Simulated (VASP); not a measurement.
GW runs with VASP on BN (zinc blende), on PBE orbitals with a Kohn-Sham gap of 4.43 eV on the mesh.

```cif
data_B4N4
_chemical_formula_sum 'B4 N4'
_space_group_name_H-M_alt 'F-43m'
_space_group_IT_number 216
_space_group_name_Hall 'F -4 2 3'
_cell_length_a 3.61500
_cell_length_b 3.61500
_cell_length_c 3.61500
_cell_angle_alpha 90.000
_cell_angle_beta 90.000
_cell_angle_gamma 90.000
loop_
_atom_site_label
_atom_site_type_symbol
_atom_site_symmetry_multiplicity
_atom_site_Wyckoff_symbol
_atom_site_fract_x
_atom_site_fract_y
_atom_site_fract_z
_atom_site_occupancy
B1 B 4 a 0.00000 0.00000 0.00000 1
N1 N 4 d 0.75000 0.75000 0.75000 1
```
(The calculation used a cell of 2 atoms; values per cell refer to that cell.)

Settings: PREC = Normal, 500 eV cut-off, 4×4×4 Γ-centred mesh, Gaussian smearing of 0.010 eV, potentials B_GW N_GW_new.

The mesh is coarse and the basis finite, so the quasiparticle values are not converged.

| run | level | NBANDS | ENCUTGW (eV) | QP gap (eV) | smallest direct QP gap (eV) |
|---|---|---|---|---|---|
| run 1 | G0W0@PBE, 1 step(s) | 64 | 150 | 5.94 | 10.92 |
| run 2 | G0W0@PBE, 1 step(s) | 160 | 200 | 6.08 | 11.03 |
| run 3 | evGW0@PBE, 4 step(s) | 160 | 200 | ___ | ___ |

Q: Complete the blanks.

A: 
- run 3, QP gap (eV): 6.33
- run 3, smallest direct QP gap (eV): 11.36

Left out are failed runs and those that VASP or the mesh makes unfit.

The compound is BN in the zinc blende structure. The cell was not relaxed at this level.
